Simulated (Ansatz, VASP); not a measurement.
## CsSi2: VASP beside Ansatz

```
Cs Si
1.0
     6.37157    0.00000    0.00000
    -3.18578    5.51794    0.00000
     0.00000    0.00000    4.47866
Cs Si
1 2
Direct
  0.00000 0.00000 0.00000
  0.66667 0.33333 0.25039
  0.66667 0.33333 0.74961
```

The cell was built by a generator and needn't be a form met in nature.

Alike in both runs: task relaxation of cell and atoms; functional PBEsol; k mesh 5 × 5 × 6; occupations fermi-dirac, width 0.05 eV; no spin polarisation.

|  | VASP | Ansatz |
| --- | --- | --- |
| version | VASP 6.6.1 | Ansatz 0.2.0 |
| potentials or method | VASP PAW PBE potentials, release 64 (Cs_sv, Si) | Ansatz PAW |
| plane-wave cutoff (eV) | 600 | 420 |
| valence electrons in the cell | 17 | 17 |

|  | VASP | Ansatz | Ansatz less VASP |
| --- | --- | --- | --- |
| gap on the k mesh at the Fermi level, each at its own relaxed structure (eV) | none | none | - |
| relaxed volume (Å³/atom) | 48.96 | 48.86 | -0.102 |
| relaxed cell length with the largest relative difference (Å) | 6.250 | 6.245 | -0.0049 |
| energy change over the relaxation (meV/atom) | -20 | -20 | -0.4 |

A gap of «none» marks a metal or a gap that the smearing closes.

Caveats: the PAW data sets were made with another functional, which shifts forces and pressure a little (VASP); the plane-wave basis is chosen anew once the cell has moved, so the energies of steps on either side of that aren't comparable (Ansatz); the PAW data sets come from PBE, with cores solved anew for the run's functional, which leaves a small shift of forces and pressure (Ansatz). Spin-orbit coupling is left out, which matters for the levels of Cs.
